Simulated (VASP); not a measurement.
Computed with TPSS meta-GGA, VASP's PBE PAW potentials (set 64) (plane waves; VASP).

VASP ran on this input.

INCAR:
```
! general
SYSTEM  = WC
PREC    = Accurate
ENCUT   = 520
LREAL   = .False.
LASPH   = .True.

! electronic loop
EDIFF   = 1E-7
NELM    = 100
ALGO    = Normal
LMAXMIX = 6
LMIXTAU = .True.

! smearing
ISMEAR  = 1
SIGMA   = 0.1

! functional
METAGGA = TPSS

! ions
IBRION  = 2
NSW     = 30
ISIF    = 4
EDIFFG  = -0.01

! output
LWAVE   = .False.
LCHARG  = .False.
```

### POSCAR
```
WC
1
    1.4880052437    -2.5773007611     0.0000000000
    1.4880052437     2.5773007611     0.0000000000
    0.0000000000     0.0000000000     2.9104718097
W C
1 1
Direct
  0.0000000000   0.0000000000   0.0000000000
  0.3333330000   0.6666670000   0.5000000000
```

**KPOINTS**
```
kpoints
0
gamma
 14 14 13
0 0 0
```

POTCAR, in this order: W_sv C (PBE.64 set). Program: vasp_std.

What VASP printed:

OSZICAR:
```
       N       E                     dE             d eps       ncg     rms          rms(c)
DAV:   1     0.163233385319E+03    0.16323E+03   -0.11163E+04  4376   0.181E+03
DAV:   2     0.242535708269E+01   -0.16081E+03   -0.15617E+03  5173   0.490E+02
DAV:   3    -0.503389145370E+01   -0.74592E+01   -0.73458E+01  6257   0.102E+02
DAV:   4    -0.519132288999E+01   -0.15743E+00   -0.15713E+00  5335   0.153E+01
DAV:   5    -0.519620936932E+01   -0.48865E-02   -0.48842E-02  6410   0.225E+00    0.463E+01
DAV:   6    -0.247520446036E+02   -0.19556E+02   -0.41543E+01  4654   0.961E+01    0.307E+00
DAV:   7    -0.250699994199E+02   -0.31795E+00   -0.10819E+00  5178   0.133E+01    0.169E+00
DAV:   8    -0.251662393138E+02   -0.96240E-01   -0.11089E-01  4693   0.367E+00    0.953E-01
DAV:   9    -0.251728162839E+02   -0.65770E-02   -0.13696E-02  4593   0.129E+00    0.262E-01
DAV:  10    -0.251757715009E+02   -0.29552E-02   -0.22139E-02  5093   0.124E+00    0.151E-01
DAV:  11    -0.251856947995E+02   -0.99233E-02   -0.41570E-03  4393   0.777E-01    0.514E-02
DAV:  12    -0.251859975452E+02   -0.30275E-03   -0.37882E-04  4983   0.180E-01    0.240E-02
DAV:  13    -0.251860671695E+02   -0.69624E-04   -0.71035E-05  4918   0.866E-02    0.580E-03
DAV:  14    -0.251860870236E+02   -0.19854E-04   -0.12023E-05  4578   0.381E-02    0.311E-03
DAV:  15    -0.251860853753E+02    0.16483E-05   -0.10391E-06  4583   0.138E-02    0.145E-03
DAV:  16    -0.251860874560E+02   -0.20807E-05   -0.50469E-07  4493   0.781E-03    0.291E-04
DAV:  17    -0.251860871825E+02    0.27352E-06   -0.38164E-08  2219   0.238E-03    0.367E-04
DAV:  18    -0.251860873063E+02   -0.12373E-06   -0.10713E-08  2194   0.113E-03    0.159E-04
DAV:  19    -0.251860873264E+02   -0.20141E-07   -0.19742E-09  2199   0.423E-04
   1 F= -.25186087E+02 E0= -.25186185E+02  d E =-.251861E+02
       N       E                     dE             d eps       ncg     rms          rms(c)
DAV:   1    -0.251923163437E+02   -0.62290E-02   -0.24571E-01  4378   0.592E+00    0.407E-01
DAV:   2    -0.251870943998E+02    0.52219E-02   -0.10076E-02  4658   0.101E+00    0.218E-01
DAV:   3    -0.251858002705E+02    0.12941E-02   -0.38705E-03  4673   0.577E-01    0.641E-02
DAV:   4    -0.251858958542E+02   -0.95584E-04   -0.29191E-04  4943   0.170E-01    0.268E-02
DAV:   5    -0.251858551359E+02    0.40718E-04   -0.72765E-05  4693   0.935E-02    0.975E-03
DAV:   6    -0.251859071959E+02   -0.52060E-04   -0.26433E-05  4538   0.585E-02    0.369E-03
DAV:   7    -0.251859066040E+02    0.59186E-06   -0.25754E-06  4473   0.176E-02    0.194E-03
DAV:   8    -0.251859086419E+02   -0.20379E-05   -0.77227E-07  4598   0.954E-03    0.757E-04
DAV:   9    -0.251859084641E+02    0.17783E-06   -0.72165E-08  2224   0.313E-03    0.180E-04
DAV:  10    -0.251859085587E+02   -0.94597E-07   -0.94276E-09  2194   0.967E-04
   2 F= -.25185909E+02 E0= -.25185995E+02  d E =0.178768E-03
       N       E                     dE             d eps       ncg     rms          rms(c)
DAV:   1    -0.251884287918E+02   -0.25203E-02   -0.71952E-02  4373   0.320E+00    0.220E-01
DAV:   2    -0.251868786583E+02    0.15501E-02   -0.29584E-03  4658   0.545E-01    0.118E-01
DAV:   3    -0.251865099392E+02    0.36872E-03   -0.11358E-03  4673   0.312E-01    0.334E-02
DAV:   4    -0.251865360629E+02   -0.26124E-04   -0.84278E-05  4928   0.916E-02    0.143E-02
DAV:   5    -0.251865309402E+02    0.51227E-05   -0.22324E-05  4708   0.522E-02    0.511E-03
DAV:   6    -0.251865433142E+02   -0.12374E-04   -0.81948E-06  4548   0.325E-02    0.187E-03
DAV:   7    -0.251865447908E+02   -0.14766E-05   -0.74005E-07  4508   0.934E-03    0.106E-03
DAV:   8    -0.251865444517E+02    0.33905E-06   -0.20988E-07  3771   0.508E-03    0.383E-04
DAV:   9    -0.251865447373E+02   -0.28555E-06   -0.23118E-08  2209   0.178E-03    0.844E-05
DAV:  10    -0.251865446913E+02    0.46020E-07   -0.24913E-09  2189   0.535E-04
   3 F= -.25186545E+02 E0= -.25186640E+02  d E =-.457365E-03
```

**OUTCAR**
```
------------------------ aborting loop because EDIFF is reached ----------------------------------------
  FORCE on cell =-STRESS in cart. coord.  units (eV):
  Direction    XX          YY          ZZ          XY          YZ          ZX
  --------------------------------------------------------------------------------------
  Total       -2.7732490     -2.7732491     -2.7736079      0.0000000      0.0000000     -0.0000000
  in kB     -199.0382230   -199.0382342   -199.0639809      0.0000000      0.0000000     -0.0000000
  external PRESSURE =    -199.0468127 kB  Pullay stress =       0.0000000 kB
  volume of cell :       22.32
      direct lattice vectors                 reciprocal lattice vectors
     1.489939500 -2.580650986  0.000000000     0.335584096 -0.193749563 -0.000000000
     1.489939500  2.580650986 -0.000000000     0.335584096  0.193749563 -0.000000000
     0.000000000  0.000000000  2.902919907    -0.000000000  0.000000000  0.344480741
 POSITION                                       TOTAL-FORCE (eV/Angst)
 -----------------------------------------------------------------------------------
      0.00000     -0.00000      0.00000         0.000000     -0.000000      0.000000
      1.48994      0.86022      1.45146        -0.000000      0.000000     -0.000000
 -----------------------------------------------------------------------------------
    total drift:                                0.000000     -0.000406      0.000000
  FREE ENERGIE OF THE ION-ELECTRON SYSTEM (eV)
  ---------------------------------------------------
  free  energy   TOTEN  =       -25.1865446913 eV

  energy  without entropy=      -25.1868320041  energy(sigma->0) =      -25.18664046

 reached required accuracy - stopping structural energy minimisation
```
(Selected blocks of OUTCAR.)

CONTCAR:
```
WC
   1.00000000000000
     1.4899394995358883   -2.5806509860124685    0.0000000000000000
     1.4899394995358883    2.5806509860124685   -0.0000000000000000
     0.0000000000000000    0.0000000000000000    2.9029199070187057
  W               C
     1     1
Direct
     0.0000000000000000    0.0000000000000000    0.0000000000000000
     0.3333330000000032    0.6666669999999968    0.5000000000000000
```

The compound is WC in the wc structure. This cell is one point of a volume scan, at 1.06 of the reference volume. Symmetry was kept, so distortions that lower it aren't found.
